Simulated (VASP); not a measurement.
Given:

```
CELL_PARAMETERS angstrom
      0.00000     1.75321     1.75321
      1.75321     0.00000     1.75321
      1.75321     1.75321     0.00000
ATOMIC_POSITIONS crystal
  C  0.00000 0.00000 0.00000
  C  0.25000 0.25000 0.25000
```

These are PBEsol GGA, VASP's PBE PAW potentials (set 64) (plane waves; VASP 6.6.1) values and carry that method's errors. Settings: 620 eV cut-off, 13×13×13 Γ-centred mesh, Gaussian smearing of 0.050 eV, potentials C.

Task: What does the run give for the energy per atom (σ→0), pressure?

Result: 
The energy per atom (σ→0) is -9.613 eV/atom and the pressure is 19.96 GPa.

The absolute energy has meaning only against runs of the same code, potentials and settings.

The compound is C in the diamond structure. It was relaxed first under an external pressure of 20 GPa.
